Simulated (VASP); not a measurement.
Input of a VASP 6.6.1 run:

INCAR

```
SYSTEM = SiF
ALGO     = Normal         ! electronic algorithm
EDIFF    = 1E-6           ! SCF threshold, eV
EDIFFG   = -0.02          ! ionic threshold
ENCUT    = 600            ! plane-wave cutoff, eV
GGA      = PE             ! functional
IBRION   = 2              ! ionic algorithm
ISIF     = 3              ! what is computed and relaxed
ISMEAR   = -1             ! smearing method
IVDW     = 13             ! dispersion correction
LASPH    = .TRUE.         ! aspherical terms in the spheres
LCHARG   = .FALSE.        ! write CHGCAR
LREAL    = .FALSE.        ! projectors in reciprocal space
LWAVE    = .FALSE.        ! write WAVECAR
NELM     = 60             ! most SCF steps
NSW      = 60             ! ionic steps
PREC     = Accurate       ! precision mode
SIGMA    = 0.05           ! smearing width, eV
```

Contents of KPOINTS:

```
k-points
0
G
  9 9 9
  0 0 0
```

Contents of POSCAR:

```
SiF
1.0
    3.0286000000      0.0000000000      0.0000000000
    0.0000000000      3.0286000000      0.0000000000
    0.0000000000      0.0000000000      3.0286000000
Si F
1 1
Direct
    0.5000000000      0.5000000000      0.5000000000
    0.0000000000      0.0000000000      0.0000000000
```

Potentials or basis: VASP PAW PBE potentials, release 64 (Si, F).

Command:

```console
$ cat potpaw_PBE.64/Si/POTCAR potpaw_PBE.64/F/POTCAR > POTCAR
$ mpirun -np 1 vasp_std > vasp.out
```

**Question.** Predict the relaxed volume.

**Answer.** 13.86 Å³/atom.

**Question.** What does it give for the relaxed cell?

**Answer.** a = 3.027 Å, b = 3.027 Å, c = 3.027 Å, α = 90.00°, β = 90.00°, γ = 90.00°.

**Question.** What does it give for the band gap on the k mesh?

**Answer.** None (metal or under the smearing width).

Final structure:
```
Si F
1.0
     3.02657    0.00000    0.00000
     0.00000    3.02657    0.00000
     0.00000    0.00000    3.02657
Si F
1 1
Direct
  0.50000 0.50000 0.50000
  0.00000 0.00000 0.00000
```

Caveat: an odd number of electrons without spin polarisation forces a metal; a magnetic or distorted state may lie lower; pairwise dispersion overbinds metals, which lowers pressure and volume.
